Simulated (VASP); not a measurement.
NbAs (relaxed from the WC structure, space group P-6m2): computed properties

Method: r2SCAN meta-GGA, VASP's PBE PAW potentials (set 64) (plane waves; VASP).

| Quantity | Result |
|---|---|
| space group | P-6m2 (187) |
| cell | a = b = 3.425 Å, c = 3.458 Å, α = β = 90.00°, γ = 120.00° |
| volume per atom | 17.56 Å³/atom |
| band gap (over mesh and band path) | none (metal, semimetal or under 0.01 eV) |
| density | 7.93 g/cm³ |

```cif
data_AsNb
_chemical_formula_sum 'Nb1 As1'
_space_group_name_H-M_alt 'P-6m2'
_space_group_IT_number 187
_space_group_name_Hall 'P -6 2'
_cell_length_a 3.42489
_cell_length_b 3.42489
_cell_length_c 3.45805
_cell_angle_alpha 90.000
_cell_angle_beta 90.000
_cell_angle_gamma 120.000
loop_
_atom_site_label
_atom_site_type_symbol
_atom_site_symmetry_multiplicity
_atom_site_Wyckoff_symbol
_atom_site_fract_x
_atom_site_fract_y
_atom_site_fract_z
_atom_site_occupancy
Nb1 Nb 1 a 0.00000 0.00000 0.00000 1
As1 As 1 f 0.66667 0.33333 0.50000 1
```

The structure was generated: NbAs was put into the WC type (P-6m2), which need not be its known phase. It was relaxed first, which changed the volume by -6 %. Symmetry was kept, so distortions that lower it aren't found.
